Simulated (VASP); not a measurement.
GaP (space group F-43m): computed properties

The numbers are results of PBEsol GGA, VASP's PBE PAW potentials (set 64) (plane waves; VASP 6.6.1), not measurements.

```
Item                                                                            Result
---------------------------------------------  ---------------------------------------
space group                                                                F-43m (216)
cell                                           a = b = c = 5.433 Å, α = β = γ = 90.00°
volume per atom                                                          20.04 Å³/atom
band gap (over mesh and band path)                                             1.45 eV
smallest direct gap (over mesh and band path)                                  1.83 eV
Hill bulk modulus                                                             85.7 GPa
Hill shear modulus                                                            534 kbar
Poisson's ratio                                                                  0.242
band-edge character                                         indirect, Γ to Γ-X at 0.86
density                                                                     4.17 g/cm³
C11                                                                            136 GPa
C12                                                                           60.7 GPa
C44                                                                           67.8 GPa
```

```cif
data_Ga4P4
_chemical_formula_sum 'Ga4 P4'
_space_group_name_H-M_alt 'F-43m'
_space_group_IT_number 216
_space_group_name_Hall 'F -4 2 3'
_cell_length_a 5.43289
_cell_length_b 5.43289
_cell_length_c 5.43289
_cell_angle_alpha 90.000
_cell_angle_beta 90.000
_cell_angle_gamma 90.000
loop_
_atom_site_label
_atom_site_type_symbol
_atom_site_symmetry_multiplicity
_atom_site_Wyckoff_symbol
_atom_site_fract_x
_atom_site_fract_y
_atom_site_fract_z
_atom_site_occupancy
Ga1 Ga 4 a 0.00000 0.00000 0.00000 1
P1 P 4 d 0.75000 0.75000 0.75000 1
```
(The calculation used a cell of 2 atoms; values per cell refer to that cell.)

The structure comes from a measured GaP entry (F-43m) of the Crystallography Open Database, whose conditions weren't checked. It was relaxed first. Symmetry was kept, so distortions that lower it aren't found.
